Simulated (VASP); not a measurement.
Given:

```yaml
crystal:
  lattice:
    - [0.00000, 2.85945, 2.85945]
    - [2.85945, 0.00000, 2.85945]
    - [2.85945, 2.85945, 0.00000]
  atoms:
    - { symbol: Ag, position: [0.00000, 0.00000, 0.00000] }
    - { symbol: Cl, position: [0.50000, 0.50000, 0.50000] }
```

Computed with revPBE GGA, VASP's PBE PAW potentials (set 64) (plane waves; VASP). Run with 520 eV cut-off, 8×8×8 Γ-centred mesh, Gaussian smearing of 0.050 eV, potentials Ag Cl.

Give the energy at these volumes per atom, relative to the lowest: 21.97, 22.67, 23.37, 24.07, 24.77 Å³.

9.9, 2.3, 0.0, 1.9, 7.4 meV/atom. A third-order Birch-Murnaghan fit gives B0 = 32.6 GPa and B0′ = 5.4.

The compound is AgCl in the rock salt structure. It was relaxed first, which changed the volume by +9 %.
